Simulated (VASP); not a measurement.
Input for VASP

### POSCAR
```
AlN
1
   -0.0000000000     2.1887657021     2.1887657021
    2.1887657021     0.0000000000     2.1887657021
    2.1887657021     2.1887657021    -0.0000000000
Al N
1 1
Direct
  0.0000000000   0.0000000000   0.0000000000
  0.2500000000   0.2500000000   0.2500000000
```

**INCAR**
```
ISIF  =  3
ENCUT  =  620
ALGO  =  Normal   # blocked Davidson
IBRION  =  2   # conjugate gradients
LCHARG  =  .FALSE.
SIGMA  =  0.05
EDIFF  =  1E-6   # SCF stop (eV)
LWAVE  =  .FALSE.
SYSTEM  =  AlN
GGA  =  PS
EDIFFG  =  -0.02   # ionic stop
LASPH  =  .TRUE.   # aspherical one-centre terms
NELM  =  100   # most electronic steps
ISMEAR  =  0
PREC  =  Accurate
NSW  =  40   # most ionic steps
LREAL  =  .FALSE.
```

KPOINTS:
```
K-points
0
G
10 10 10
```

POTCAR, in this order: Al N (PBE.64 set). Program: vasp_std.

**Question.** Write an equivalent input for Ansatz.

**Answer.** One equivalent input (not run):
Ansatz 0.2 input:
```yaml
crystal:
  lattice:
    - [0.0000000, 2.1887657, 2.1887657]
    - [2.1887657, 0.0000000, 2.1887657]
    - [2.1887657, 2.1887657, 0.0000000]
  atoms:
    - { symbol: Al, position: [0.0000000, 0.0000000, 0.0000000] }
    - { symbol: N, position: [0.2500000, 0.2500000, 0.2500000] }
kpoints:
  mp_grid: { grid: [10, 10, 10] }
hamiltonian:
  xc: pbesol
  pseudopotentials: { kind: paw }
scf:
  occupations: { method: gaussian, width: 0.05 }
  max_iter: 100
relax:
  max_steps: 40
  f_tol: 0.02
  cell: {}
output: { forces: true, stress: true, eigenvalues: true }
```
The two are equivalent in intent, not identical: each code has its own PAW files, so the cut-off isn't converted (ENCUT is set for VASP's; basis.ecutwfc is left out, and Ansatz then takes the one that its files recommend); Ansatz stops its SCF on the density residual and VASP on the energy change (EDIFF).

The compound is AlN in the zinc blende structure, a metastable form; wurtzite is the usual one. It was relaxed first.
